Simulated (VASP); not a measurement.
Here is the system:

```xyz
2
Lattice="0.0000 2.3921 2.3921 2.3921 0.0000 2.3921 2.3921 2.3921 0.0000" Properties=species:S:1:pos:R:3 pbc="T T T"
Na     0.0000     0.0000     0.0000
F      2.3921     2.3921     2.3921
```

The numbers are results of PBE GGA, VASP's PBE PAW potentials (set 64) (plane waves; VASP), not measurements. Numerical set-up: 520 eV cut-off, 10×10×10 Γ-centred mesh, Gaussian smearing of 0.050 eV, potentials Na_pv F.

### Question
Give the stress tensor in GPa (positive for a compressed cell).

### Answer

```
-2.23   0.00   0.00
 0.00  -2.23   0.00
 0.00   0.00  -2.23
```
The pressure is its mean diagonal, -2.23 GPa.

The compound is NaF in the rock salt structure. This cell is one point of a volume scan, at 1.06 of the reference volume.
